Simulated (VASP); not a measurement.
BN (wurtzite): the cohesive energy from VASP (plane waves, PAW) at several levels of theory. Atoms are spin-polarised in a large box without symmetry, with the spin fixed by Hund's rule, and may not be in the lowest state of each functional; no zero-point energy is added.

```tsv
level	cohesive energy (eV/atom)
LDA	8.10
PBE	6.91
PBEsol	7.38
PBE-D3(BJ)	7.12
revTPSS	6.58
SCAN	6.81
```

The cell of the LDA run:

BN has the hexagonal space group P6₃mc (No. 186), the wurtzite structure, Pearson symbol hP4. Lattice parameters: a = b = 2.5259 Å, c = 4.1790 Å, α = β = 90.00°, γ = 120.00°. B on 2b is surrounded by 4 N at 1.550–1.565 Å (tetrahedral). N on 2b sees 4 B at 1.550–1.565 Å (tetrahedral). (Neighbours: up to the widest gap in distance over summed covalent radii, below 1.35, at either atom.)

Only levels that ran to the end are used. Left out are those held back, those with too coarse a band path, GW runs whose mesh misses a band edge, hybrids' fits of cells that aren't cubic and levels without matching references; a question may draw on a part of the rest.
